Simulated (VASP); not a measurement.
TbO:

```
CELL_PARAMETERS angstrom
0.00000 2.53813 2.53813
2.53813 0.00000 2.53813
2.53813 2.53813 0.00000
ATOMIC_POSITIONS crystal
Tb 0.00000 0.00000 0.00000
O 0.25000 0.25000 0.25000
```

The cell comes from a database or a generator and needn't be the stable form of this composition.

Base run:

- Program: VASP 6.6.1
- Functional: PBE
- Potentials or basis: VASP PAW PBE potentials, release 64 (Tb, O)
- Cutoff: 520 eV
- k mesh: 6 × 6 × 6
- Occupations: gaussian, width 0.05 eV
- Spin: collinear spin, ferromagnetic start
- Starting moments: [6.0, 0.0] μB
- Fixed moment: 3 μB

Its results: pressure 18.2 GPa; site moments Tb +3.37; O +0.00 μB.

Task: The run is repeated on the same cell with these changes: functional from PBE to PBEsol; hubbard terms from none to Tb f U = 4 eV. What comes out?

Result: Pressure 15.8 GPa; site moments Tb +3.44; O +0.02 μB.

Several settings changed at once, so the effect can't be laid on one alone.

Caveats: the magnetic or orbital state may not be the lowest; the moment is held away from its start; the total moment is fixed, so each spin has its own Fermi level; the PAW data sets were made with another functional, which shifts forces and pressure a little (some runs).
